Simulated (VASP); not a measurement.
Output of a VASP run:

OSZICAR:
```
...
DAV:   6    -0.366527177927E+02    0.74146E+00   -0.10576E+01  1132   0.156E+01    0.891E+00
DAV:   7    -0.365023691378E+02    0.15035E+00   -0.97743E+00  1114   0.127E+01    0.649E+00
DAV:   8    -0.360749765723E+02    0.42739E+00   -0.17089E+00  1265   0.598E+00    0.304E+00
DAV:   9    -0.360682522764E+02    0.67243E-02   -0.31416E-01  1296   0.251E+00    0.113E+00
DAV:  10    -0.360621826932E+02    0.60696E-02   -0.45541E-02  1237   0.108E+00    0.324E-01
DAV:  11    -0.360626331146E+02   -0.45042E-03   -0.21469E-03  1228   0.257E-01    0.189E-01
DAV:  12    -0.360625513327E+02    0.81782E-04   -0.17744E-04  1155   0.746E-02    0.126E-01
DAV:  13    -0.360625377899E+02    0.13543E-04   -0.14953E-04  1294   0.612E-02    0.450E-02
DAV:  14    -0.360625398874E+02   -0.20975E-05   -0.46022E-06  1041   0.972E-03    0.355E-02
DAV:  15    -0.360625394463E+02    0.44110E-06   -0.25028E-06   966   0.839E-03
   1 F= -.36062539E+02 E0= -.36062539E+02  d E =-.360625E+02
       N       E                     dE             d eps       ncg     rms          rms(c)
DAV:   1    -0.360744788518E+02   -0.11939E-01   -0.29585E-01  1006   0.404E+00    0.105E+00
DAV:   2    -0.360674436617E+02    0.70352E-02   -0.11544E-01  1117   0.182E+00    0.447E-01
DAV:   3    -0.360630375679E+02    0.44061E-02   -0.44250E-02  1102   0.811E-01    0.409E-01
DAV:   4    -0.360625281456E+02    0.50942E-03   -0.24079E-03  1074   0.250E-01    0.122E-01
DAV:   5    -0.360623099193E+02    0.21823E-03   -0.19060E-03  1169   0.225E-01    0.699E-02
DAV:   6    -0.360622974299E+02    0.12489E-04   -0.19429E-04  1284   0.589E-02    0.247E-02
DAV:   7    -0.360622991456E+02   -0.17157E-05   -0.32954E-05  1146   0.310E-02    0.902E-03
DAV:   8    -0.360622993849E+02   -0.23924E-06   -0.14297E-06   819   0.650E-03
   2 F= -.36062299E+02 E0= -.36062299E+02  d E =0.240061E-03
       N       E                     dE             d eps       ncg     rms          rms(c)
DAV:   1    -0.360669283495E+02   -0.46292E-02   -0.99369E-02  1006   0.234E+00    0.596E-01
DAV:   2    -0.360646510993E+02    0.22773E-02   -0.40070E-02  1117   0.107E+00    0.262E-01
DAV:   3    -0.360630738977E+02    0.15772E-02   -0.15020E-02  1102   0.473E-01    0.238E-01
DAV:   4    -0.360629167792E+02    0.15712E-03   -0.78000E-04  1060   0.141E-01    0.727E-02
DAV:   5    -0.360628340799E+02    0.82699E-04   -0.63132E-04  1147   0.131E-01    0.380E-02
DAV:   6    -0.360628219830E+02    0.12097E-04   -0.55232E-05  1240   0.322E-02    0.139E-02
DAV:   7    -0.360628187510E+02    0.32320E-05   -0.99173E-06  1069   0.169E-02    0.490E-03
DAV:   8    -0.360628186279E+02    0.12308E-06   -0.49435E-07   594   0.395E-03
   3 F= -.36062819E+02 E0= -.36062819E+02  d E =-.279182E-03
       N       E                     dE             d eps       ncg     rms          rms(c)
DAV:   1    -0.360635103447E+02   -0.69159E-03   -0.23753E-02  1000   0.979E-01    0.191E-01
DAV:   2    -0.360631389296E+02    0.37142E-03   -0.27867E-03  1226   0.252E-01    0.120E-01
DAV:   3    -0.360630232805E+02    0.11565E-03   -0.58648E-04  1106   0.107E-01    0.337E-02
DAV:   4    -0.360629875361E+02    0.35744E-04   -0.17809E-04  1129   0.634E-02    0.394E-02
DAV:   5    -0.360629880389E+02   -0.50278E-06   -0.12863E-05  1064   0.150E-02    0.166E-02
DAV:   6    -0.360629857106E+02    0.23283E-05   -0.13541E-05  1074   0.157E-02    0.798E-03
DAV:   7    -0.360629858278E+02   -0.11726E-06   -0.88071E-07   566   0.490E-03
   4 F= -.36062986E+02 E0= -.36062986E+02  d E =-.167200E-03
```

**OUTCAR**
```
------------------------ aborting loop because EDIFF is reached ----------------------------------------
  FORCE on cell =-STRESS in cart. coord.  units (eV):
  Direction    XX          YY          ZZ          XY          YZ          ZX
  --------------------------------------------------------------------------------------
  Total        0.0248781      0.0248781      0.1074271      0.0000000     -0.0000000      0.0000000
  in kB        0.2485636      0.2485635      1.0733316      0.0000000     -0.0000000      0.0000000
  external PRESSURE =       0.5234862 kB  Pullay stress =       0.0000000 kB
  volume of cell :      160.36
      direct lattice vectors                 reciprocal lattice vectors
     1.776281643 -3.076609621 -0.000000000     0.281486893 -0.162516556 -0.000000000
     1.776281643  3.076609621  0.000000000     0.281486893  0.162516556 -0.000000000
     0.000000000 -0.000000000 14.671564534     0.000000000 -0.000000000  0.068159057
 POSITION                                       TOTAL-FORCE (eV/Angst)
 -----------------------------------------------------------------------------------
      1.77628      1.02554     12.81413         0.000000      0.000000     -0.015570
      1.77628     -1.02554      5.47835         0.000000      0.000000     -0.015570
      1.77628     -1.02554      1.85743         0.000000     -0.000000      0.015570
      1.77628      1.02554      9.19321         0.000000     -0.000000      0.015570
      1.77628      1.02554      3.66789        -0.000000      0.000000      0.000000
      1.77628     -1.02554     11.00367         0.000000      0.000000      0.000000
 -----------------------------------------------------------------------------------
    total drift:                               -0.000266      0.001656     -0.000026
  FREE ENERGIE OF THE ION-ELECTRON SYSTEM (eV)
  ---------------------------------------------------
  free  energy   TOTEN  =       -36.0629858278 eV

  energy  without entropy=      -36.0629858278  energy(sigma->0) =      -36.06298583

 reached required accuracy - stopping structural energy minimisation
```
(Selected blocks of OUTCAR.)

**POSCAR**
```
MoTe2
1
    1.7783770581    -3.0802389853    -0.0000000000
    1.7783770581     3.0802389853     0.0000000000
    0.0000000000     0.0000000000    14.6632268789
Te Mo
4 2
Direct
  0.3333330000   0.6666670000   0.8735145330
  0.6666670000   0.3333330000   0.3735145330
  0.6666670000   0.3333330000   0.1264854670
  0.3333330000   0.6666670000   0.6264854670
  0.3333330000   0.6666670000   0.2500000000
  0.6666670000   0.3333330000   0.7500000000
```

Q: Write an INCAR and KPOINTS that could have produced this output.

A: This is not unique; one that fits is the input of the run itself, PBE GGA, plane waves, VASP's PBE PAW potentials (set 64).

**KPOINTS**
```
K-points
0
gamma
7 7 2
```

**INCAR**
```
# general
SYSTEM   =  MoTe2
PREC     =  Accurate
ENCUT    =  400
LREAL    =  .False.   # projection in real space or not
LASPH    =  .True.   # aspherical one-centre terms

# electronic loop
EDIFF    =  1E-6
NELM     =  100   # most electronic steps
ALGO     =  Normal   # blocked Davidson
LMAXMIX  =  4

# smearing
ISMEAR   =  0
SIGMA    =  0.05

# functional
GGA      =  PE

# ions
IBRION   =  2   # conjugate gradients
NSW      =  60
ISIF     =  3   # ions, shape and volume
EDIFFG   =  -0.02

# output
LWAVE    =  .False.
LCHARG   =  .False.
```

POTCAR, in this order: Te Mo_sv (PBE.64 set). Program: vasp_std.

Without a dispersion term in the relaxation, distances and binding between the weakly bound layers, chains or molecules are unreliable, and so is what depends on them.

The compound is MoTe2 in the 2H layered structure. This run relaxes it. Symmetry was kept, so distortions that lower it aren't found. The start is the result of an earlier pass.
